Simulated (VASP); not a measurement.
# Lattice vibrations of ZnCu, part 2 of 3

Aim: the phonon dispersion and thermal properties of ZnCu. The start is a cell from a database of measured crystal structures.

VASP 6.6.1; PBEsol; plane waves and PAW (Zn, Cu).

So far. Step 2 (Relax the host): The run ended after 3 ionic steps, 0.016 eV below its first step, once forces and stress met EDIFFG = -0.02. The relaxed cell has a = 2.907 Å (conventional setting).

## 3. Tight relaxation

Force constants are second derivatives, so residual forces and stress must first be far smaller than in an ordinary relaxation. Smearing and cutoff differ from the relaxation before, which can move the cell too.

Contents of INCAR:

```
SYSTEM = ZnCu
PREC = Accurate
ENCUT = 360
EDIFF = 1E-08
NELM = 120
ISMEAR = 1
SIGMA = 0.2
LREAL = .FALSE.
ALGO = Fast
GGA = PS
NBANDS = 17
LASPH = .TRUE.
LORBIT = 11
LWAVE = .FALSE.
LCHARG = .FALSE.
KPAR = 4
IBRION = 1
NSW = 30
ISIF = 3
EDIFFG = -0.002
POTIM = 0.4
```

Contents of POSCAR:

```
ZnCu
1.0
    2.9065787539      0.0000000000      0.0000000000
    0.0000000000      2.9065787539      0.0000000000
    0.0000000000      0.0000000000      2.9065787539
Zn Cu
1 1
Direct
    0.5000000000      0.5000000000      0.5000000000
    0.0000000000      0.0000000000      0.0000000000
```

Contents of KPOINTS:

```
Automatic mesh
0
Gamma
11 11 11
0 0 0
```

The projector-augmented-wave data sets are Zn and Cu (PBE family, release 64).

Started as:

```
> mpirun -np 4 vasp_std
```

Output:

```text
[banner, memory and clock lines left out]
running    4 mpi-ranks, on    1 nodes
 distrk:  each k-point on    1 cores,    4 groups
 distr:  one band on    1 cores,    1 groups

 POSCAR found type information on POSCAR ZnCu
 POSCAR found :  2 types and       2 ions
 [... a notice as in an earlier step ...]

 LDA part: xc-table for (Slater+PW92), standard interpolation
 POSCAR, INCAR and KPOINTS ok, starting setup
 FFT: planning ... GRIDC
 FFT: planning ... GRID_SOFT
 FFT: planning ... GRID
 WAVECAR not read
 entering main loop
       N       E                     dE             d eps       ncg     rms          rms(c)
DAV:   1     0.973483574021E+02    0.97348E+02   -0.90539E+03  2008   0.176E+03
DAV:   2    -0.436403794711E+01   -0.10171E+03   -0.98105E+02  1915   0.273E+02
DAV:   3    -0.742804368204E+01   -0.30640E+01   -0.30493E+01  2251   0.619E+01
DAV:   4    -0.744894231402E+01   -0.20899E-01   -0.20894E-01  2229   0.467E+00
DAV:   5    -0.744921540595E+01   -0.27309E-03   -0.27307E-03  2281   0.559E-01    0.106E+01
RMM:   6    -0.719248128270E+01    0.25673E+00   -0.11227E+01  1904   0.562E+01    0.708E+00
RMM:   7    -0.611519723147E+01    0.10773E+01   -0.29989E+00  1911   0.278E+01    0.262E+00
RMM:   8    -0.611003271581E+01    0.51645E-02   -0.34392E-02  1920   0.295E+00    0.118E+00
RMM:   9    -0.610434577378E+01    0.56869E-02   -0.14591E-02  1912   0.198E+00    0.275E-01
RMM:  10    -0.610343543756E+01    0.91034E-03   -0.73386E-03  1918   0.111E+00    0.879E-02
RMM:  11    -0.610351938688E+01   -0.83949E-04   -0.13930E-03  1999   0.427E-01    0.264E-02
RMM:  12    -0.610354930090E+01   -0.29914E-04   -0.27651E-04  2103   0.149E-01    0.377E-02
RMM:  13    -0.610409015546E+01   -0.54085E-03   -0.10554E-03  2073   0.400E-01    0.182E-01
RMM:  14    -0.610442700245E+01   -0.33685E-03   -0.16736E-04  1919   0.164E-01    0.229E-01
RMM:  15    -0.610354814742E+01    0.87886E-03   -0.21446E-03  2204   0.700E-01    0.994E-03
RMM:  16    -0.610354735833E+01    0.78910E-06   -0.36430E-05  1922   0.727E-02    0.603E-03
RMM:  17    -0.610354652600E+01    0.83233E-06   -0.50011E-06  1920   0.375E-02    0.509E-03
RMM:  18    -0.610354627039E+01    0.25561E-06   -0.95551E-07  1922   0.102E-02    0.232E-03
RMM:  19    -0.610354636612E+01   -0.95733E-07   -0.19273E-07  1757   0.547E-03    0.327E-03
RMM:  20    -0.610354616242E+01    0.20370E-06   -0.25048E-07  1644   0.658E-03    0.706E-04
RMM:  21    -0.610354615363E+01    0.87848E-08   -0.60313E-08  1583   0.201E-03
   1 F= -.61035462E+01 E0= -.61034156E+01  d E =-.610355E+01
 BRION: g(F)=  0.000E+00 g(S)=  0.160E-03
 bond charge predicted
       N       E                     dE             d eps       ncg     rms          rms(c)
DAV:   1    -0.610745098338E+01   -0.39048E-02   -0.45451E-02  2242   0.485E+00    0.482E-01
RMM:   2    -0.610485077452E+01    0.26002E-02   -0.16174E-02  1904   0.210E+00    0.251E-01
RMM:   3    -0.610387186216E+01    0.97891E-03   -0.38911E-03  1918   0.107E+00    0.151E-01
RMM:   4    -0.610364588256E+01    0.22598E-03   -0.20709E-04  1956   0.206E-01    0.495E-02
RMM:   5    -0.610359597943E+01    0.49903E-04   -0.77617E-05  1916   0.138E-01    0.145E-02
RMM:   6    -0.610359274915E+01    0.32303E-05   -0.33737E-05  1915   0.827E-02    0.637E-03
RMM:   7    -0.610359309079E+01   -0.34164E-06   -0.70055E-06  2014   0.330E-02    0.226E-03
RMM:   8    -0.610359328717E+01   -0.19638E-06   -0.17165E-06  2037   0.121E-02    0.238E-03
RMM:   9    -0.610359325948E+01    0.27692E-07   -0.36152E-07  1902   0.872E-03    0.937E-04
RMM:  10    -0.610359329852E+01   -0.39041E-07   -0.15091E-07  1878   0.425E-03    0.751E-04
RMM:  11    -0.610359329960E+01   -0.10732E-08   -0.27411E-08  1380   0.202E-03
   2 F= -.61035933E+01 E0= -.61034577E+01  d E =-.471460E-04
[...]
3 F= -.61035994E+01 E0= -.61034650E+01  d E =-.610004E-05
[...]
4 F= -.61035985E+01 E0= -.61034637E+01  d E =0.922164E-06
 BRION: g(F)=  0.504E-65 g(S)=  0.235E-05 retain N=  1 mean eig= 0.28
 eig:   0.284
 bond charge predicted
       N       E                     dE             d eps       ncg     rms          rms(c)
DAV:   1    -0.610360357843E+01   -0.51088E-05   -0.54305E-05  2006   0.167E-01    0.168E-02
RMM:   2    -0.610360059189E+01    0.29865E-05   -0.19878E-05  1904   0.738E-02    0.882E-03
RMM:   3    -0.610359930635E+01    0.12855E-05   -0.48043E-06  1919   0.375E-02    0.519E-03
RMM:   4    -0.610359907470E+01    0.23165E-06   -0.23582E-07  1888   0.701E-03    0.171E-03
RMM:   5    -0.610359904368E+01    0.31016E-07   -0.90969E-08  1902   0.478E-03    0.504E-04
RMM:   6    -0.610359903593E+01    0.77462E-08   -0.38400E-08  1610   0.278E-03
   5 F= -.61035990E+01 E0= -.61034644E+01  d E =-.558466E-06
 BRION: g(F)=  0.665E-65 g(S)=  0.273E-08 retain N=  1 mean eig= 0.27
 eig:   0.275
 reached required accuracy - stopping structural energy minimisation
```

It took 21 s on 4 MPI ranks of Intel Xeon Platinum 8488C (Sapphire Rapids), shared host; peak memory 0.52 GiB; 79 s of CPU time.

OUTCAR, selected parts (step 3):

```text
  LATTYP: Found a simple cubic cell.
 ALAT       =     2.9065787539

The static configuration has the point symmetry O_h .

 Found     56 irreducible k-points:

   dimension x,y,z NGX =    18 NGY =   18 NGZ =   18
   dimension x,y,z NGXF=    36 NGYF=   36 NGZF=   36

   ENCUT  =  360.0 eV  26.46 Ry    5.14 a.u.   4.50  4.50  4.50*2*pi/ulx,y,z

   NELECT =      23.0000    total number of electrons

 E-fermi :   5.6380

 k-point     1 :       0.0000    0.0000    0.0000
  band No.  band energies     occupation
    ...
      7       2.0459      2.00000
      8       2.0459      2.00000
      9       2.9285      2.00000
     10       2.9285      2.00000
     11       2.9285      2.00000
     12      12.0424      0.00000
     13      12.0424      0.00000
     14      12.0424      0.00000
     15      17.2205      0.00000
     16      17.2205      0.00000
    ...

 k-point     2 :       0.0909    0.0000    0.0000
  band No.  band energies     occupation
    ...
      7       2.0350      2.00000
      8       2.0600      2.00000
      9       2.8746      2.00000
     10       2.8746      2.00000
     11       2.9218      2.00000
     12      10.7110      0.00000
     13      12.2789      0.00000
     14      12.2789      0.00000
     15      17.3007      0.00000
     16      17.8836      0.00000
    ...

  Total        0.0002171      0.0002171      0.0002171      0.0000000     -0.0000000      0.0000000
  in kB        0.0141292      0.0141292      0.0141292      0.0000000     -0.0000000      0.0000000
  external PRESSURE =       0.0141292 kB  Pullay stress =       0.0000000 kB

  energy-cutoff  :      360.00
  volume of cell :       24.62
      direct lattice vectors                 reciprocal lattice vectors
     2.908971243 -0.000000000  0.000000000     0.343764141 -0.000000000 -0.000000000
     0.000000000  2.908971243  0.000000000     0.000000000  0.343764141  0.000000000
     0.000000000 -0.000000000  2.908971243    -0.000000000 -0.000000000  0.343764141

 POSITION                                       TOTAL-FORCE (eV/Angst)
 -----------------------------------------------------------------------------------
      1.45449      1.45449      1.45449        -0.000000     -0.000000      0.000000
      0.00000      0.00000      0.00000         0.000000      0.000000      0.000000
 -----------------------------------------------------------------------------------
    total drift:                                0.000000     -0.000000      0.000000

  FREE ENERGIE OF THE ION-ELECTRON SYSTEM (eV)
  ---------------------------------------------------
  free  energy   TOTEN  =        -6.1035990359 eV

  energy  without entropy=       -6.1031950473  energy(sigma->0) =       -6.10346437

 total charge
# of ion       s       p       d       tot
------------------------------------------
    1        0.591   0.559   9.735  10.885
    2        0.439   0.412   9.174  10.025
--------------------------------------------------
tot          1.030   0.971  18.910  20.911

[... 4 parts as in an earlier step ...]

[... 6 further parts left out ...]
```

Little changed from the start: no atom moved by 0.005 Å and no cell edge by 0.1 %.

Numbers from this step:

* electronic cycles: 53
* free energy (TOTEN): -6.104 eV
* energy at zero smearing: -6.103 eV
* Fermi energy: 5.638 eV
* pressure: 0.001413 GPa

The run ended after 5 ionic steps, 0.000 eV below its first step, once forces and stress met EDIFFG = -0.002.

## 4. Force constants in the supercell

System of this step: ZnCu. The cell holds 54 atoms: 27 Zn and 27 Cu. Its edges and angles: a = 8.727 Å, b = 8.727 Å, c = 8.727 Å, α = 90.0°, β = 90.0°, γ = 90.0°. It derives from ZnCu.

Each independent atom is moved by 0.015 Å both ways; the forces give the force constants out to half the supercell.

Contents of INCAR:

```
SYSTEM = ZnCu
PREC = Accurate
ENCUT = 360
EDIFF = 1E-07
NELM = 120
ISMEAR = 1
SIGMA = 0.2
LREAL = Auto
ALGO = Fast
GGA = PS
NBANDS = 360
LASPH = .TRUE.
LWAVE = .FALSE.
LCHARG = .FALSE.
KPAR = 4
IBRION = 6
NSW = 1
NFREE = 2
POTIM = 0.015
ISIF = 0
ADDGRID = .TRUE.
```

Contents of POSCAR:

```
ZnCu
1.0
    8.7269137293      0.0000000000      0.0000000000
    0.0000000000      8.7269137293      0.0000000000
    0.0000000000      0.0000000000      8.7269137293
Zn Cu
27 27
Direct
    0.1666666667      0.1666666667      0.1666666667
    0.1666666667      0.1666666667      0.5000000000
    0.1666666667      0.1666666667      0.8333333333
    0.1666666667      0.5000000000      0.1666666667
    0.1666666667      0.5000000000      0.5000000000
    0.1666666667      0.5000000000      0.8333333333
    0.1666666667      0.8333333333      0.1666666667
    0.1666666667      0.8333333333      0.5000000000
    0.1666666667      0.8333333333      0.8333333333
    0.5000000000      0.1666666667      0.1666666667
    0.5000000000      0.1666666667      0.5000000000
    0.5000000000      0.1666666667      0.8333333333
    0.5000000000      0.5000000000      0.1666666667
    0.5000000000      0.5000000000      0.5000000000
    0.5000000000      0.5000000000      0.8333333333
    0.5000000000      0.8333333333      0.1666666667
    0.5000000000      0.8333333333      0.5000000000
    0.5000000000      0.8333333333      0.8333333333
    0.8333333333      0.1666666667      0.1666666667
    0.8333333333      0.1666666667      0.5000000000
    0.8333333333      0.1666666667      0.8333333333
    0.8333333333      0.5000000000      0.1666666667
    0.8333333333      0.5000000000      0.5000000000
    0.8333333333      0.5000000000      0.8333333333
    0.8333333333      0.8333333333      0.1666666667
    0.8333333333      0.8333333333      0.5000000000
    0.8333333333      0.8333333333      0.8333333333
    0.0000000000      0.0000000000      0.0000000000
    0.0000000000      0.0000000000      0.3333333333
    0.0000000000      0.0000000000      0.6666666667
    0.0000000000      0.3333333333      0.0000000000
    0.0000000000      0.3333333333      0.3333333333
    0.0000000000      0.3333333333      0.6666666667
    0.0000000000      0.6666666667      0.0000000000
    0.0000000000      0.6666666667      0.3333333333
    0.0000000000      0.6666666667      0.6666666667
    0.3333333333      0.0000000000      0.0000000000
    0.3333333333      0.0000000000      0.3333333333
    0.3333333333      0.0000000000      0.6666666667
    0.3333333333      0.3333333333      0.0000000000
    0.3333333333      0.3333333333      0.3333333333
    0.3333333333      0.3333333333      0.6666666667
    0.3333333333      0.6666666667      0.0000000000
    0.3333333333      0.6666666667      0.3333333333
    0.3333333333      0.6666666667      0.6666666667
    0.6666666667      0.0000000000      0.0000000000
    0.6666666667      0.0000000000      0.3333333333
    0.6666666667      0.0000000000      0.6666666667
    0.6666666667      0.3333333333      0.0000000000
    0.6666666667      0.3333333333      0.3333333333
    0.6666666667      0.3333333333      0.6666666667
    0.6666666667      0.6666666667      0.0000000000
    0.6666666667      0.6666666667      0.3333333333
    0.6666666667      0.6666666667      0.6666666667
```

Contents of KPOINTS:

```
Automatic mesh
0
Gamma
4 4 4
0 0 0
```

Started as:

```
> mpirun -np 4 vasp_std
```

Output:

```text
[banner, memory and clock lines left out]
running    4 mpi-ranks, on    1 nodes
 distrk:  each k-point on    1 cores,    4 groups
 distr:  one band on    1 cores,    1 groups

 POSCAR found type information on POSCAR ZnCu
 POSCAR found :  2 types and      54 ions
 [... a notice as in an earlier step ...]

 LDA part: xc-table for (Slater+PW92), standard interpolation
 POSCAR, INCAR and KPOINTS ok, starting setup
 FFT: planning ... GRIDC
 FFT: planning ... GRID_SOFT
 FFT: planning ... GRID
 WAVECAR not read
 entering main loop
       N       E                     dE             d eps       ncg     rms          rms(c)
DAV:   1     0.587181530898E+04    0.58718E+04   -0.19974E+05  7200   0.231E+03
DAV:   2     0.970024591739E+03   -0.49018E+04   -0.47589E+04  7200   0.600E+02
DAV:   3    -0.126211590259E+03   -0.10962E+04   -0.10405E+04  7200   0.271E+02
DAV:   4    -0.199128303304E+03   -0.72917E+02   -0.70735E+02  8384   0.892E+01
DAV:   5    -0.200840127955E+03   -0.17118E+01   -0.16988E+01  9128   0.141E+01    0.550E+01
RMM:   6    -0.191738010183E+03    0.91021E+01   -0.50826E+02  7200   0.904E+01    0.349E+01
RMM:   7    -0.164605324152E+03    0.27133E+02   -0.15067E+02  7210   0.477E+01    0.123E+01
RMM:   8    -0.164641603117E+03   -0.36279E-01   -0.28241E+00  7445   0.502E+00    0.651E+00
RMM:   9    -0.164543924631E+03    0.97678E-01   -0.11226E+00  7282   0.283E+00    0.103E+00
RMM:  10    -0.164539931868E+03    0.39928E-02   -0.26049E-01  7401   0.138E+00    0.457E-01
RMM:  11    -0.164543225837E+03   -0.32940E-02   -0.42400E-02  7769   0.500E-01    0.382E-01
RMM:  12    -0.164541814149E+03    0.14117E-02   -0.11807E-02  7490   0.335E-01    0.168E-01
RMM:  13    -0.164542551342E+03   -0.73719E-03   -0.93944E-03  7206   0.306E-01    0.180E-01
RMM:  14    -0.164541781627E+03    0.76972E-03   -0.20729E-03  7237   0.174E-01    0.668E-02
RMM:  15    -0.164541798704E+03   -0.17077E-04   -0.59043E-04  7572   0.601E-02    0.301E-02
RMM:  16    -0.164541804263E+03   -0.55587E-05   -0.92575E-05  8929   0.220E-02    0.281E-02
RMM:  17    -0.164541801618E+03    0.26442E-05   -0.13389E-05  7956   0.914E-03    0.224E-02
RMM:  18    -0.164541795653E+03    0.59653E-05   -0.44289E-06  7591   0.607E-03    0.776E-03
RMM:  19    -0.164541795408E+03    0.24510E-06   -0.15099E-06  6814   0.349E-03    0.884E-03
RMM:  20    -0.164541793713E+03    0.16953E-05   -0.25043E-06  6931   0.465E-03    0.421E-03
RMM:  21    -0.164541793347E+03    0.36595E-06   -0.74922E-07  5767   0.232E-03    0.235E-03
RMM:  22    -0.164541793249E+03    0.97323E-07   -0.20529E-07  4610   0.115E-03
   1 F= -.16454179E+03 E0= -.16454948E+03  d E =0.230584E-01
 Found     2 degrees of freedom:
 Finite differences POTIM= 0.01500 DOF=   2
 bond charge predicted
       N       E                     dE             d eps       ncg     rms          rms(c)
DAV:   1    -0.164540220350E+03    0.15730E-02   -0.11123E+00 13384   0.172E+00    0.442E-02
RMM:   2    -0.164540786464E+03   -0.56611E-03   -0.58633E-03 13244   0.264E-01    0.240E-02
RMM:   3    -0.164541057725E+03   -0.27126E-03   -0.25171E-03 13095   0.102E-01    0.273E-02
RMM:   4    -0.164541065360E+03   -0.76344E-05   -0.18763E-04 14040   0.455E-02    0.136E-02
RMM:   5    -0.164541067134E+03   -0.17743E-05   -0.63911E-05 13791   0.192E-02    0.120E-02
RMM:   6    -0.164541064272E+03    0.28616E-05   -0.14826E-05 13804   0.105E-02    0.231E-03
RMM:   7    -0.164541064591E+03   -0.31806E-06   -0.40720E-06 13447   0.546E-03    0.193E-03
RMM:   8    -0.164541064491E+03    0.99870E-07   -0.77568E-07 10395   0.251E-03
   2 F= -.16454106E+03 E0= -.16454875E+03  d E =0.230560E-01
[...]
3 F= -.16454106E+03 E0= -.16454875E+03  d E =0.230561E-01
[...]
4 F= -.16454117E+03 E0= -.16454886E+03  d E =0.230568E-01
 Finite differences progress:
  Degree of freedom:   2/  2
  Displacement:        1/  2
  Total:               3/  4
 bond charge predicted
       N       E                     dE             d eps       ncg     rms          rms(c)
DAV:   1    -0.164536963880E+03    0.42056E-02   -0.39817E+00 13360   0.277E+00    0.181E-01
RMM:   2    -0.164540298671E+03   -0.33348E-02   -0.39022E-02 13074   0.630E-01    0.199E-01
RMM:   3    -0.164541418573E+03   -0.11199E-02   -0.17614E-02 15112   0.292E-01    0.113E-01
RMM:   4    -0.164541302402E+03    0.11617E-03   -0.15592E-03 14737   0.899E-02    0.769E-02
RMM:   5    -0.164541191618E+03    0.11078E-03   -0.48810E-04 14530   0.641E-02    0.454E-02
RMM:   6    -0.164541168655E+03    0.22963E-04   -0.18511E-04 14155   0.432E-02    0.128E-02
RMM:   7    -0.164541169870E+03   -0.12154E-05   -0.49902E-05 15103   0.156E-02    0.611E-03
RMM:   8    -0.164541169501E+03    0.36891E-06   -0.51215E-06 12839   0.534E-03    0.371E-03
RMM:   9    -0.164541169709E+03   -0.20748E-06   -0.41493E-06 12485   0.478E-03    0.342E-03
RMM:  10    -0.164541169417E+03    0.29178E-06   -0.81021E-07 10128   0.336E-03    0.546E-04
RMM:  11    -0.164541169436E+03   -0.19165E-07   -0.23596E-07  8182   0.105E-03
   5 F= -.16454117E+03 E0= -.16454886E+03  d E =0.230568E-01
 Finite differences progress:
  Degree of freedom:   2/  2
  Displacement:        2/  2
  Total:               4/  4
```

Elapsed: 1.6 h, on 4 MPI ranks; peak memory 11 GiB; 6.3 h of CPU time.

(Continued in part 3 of 3.)

[Lines on the potential files, build, host, timing and source positions are cut from VASP's logs without a mark.]

[Logs are printed without paths, hosts, clocks, repeated set-up lines and the standing remarks that a program may print on its own settings, such as how far it seeks lower states.]

[Hosts, paths, dates, database ids (printed as entryN), source tags and the programs' standing remarks are cut or masked in the printed files.]

[Runs that stopped without an error message from VASP are left out.]
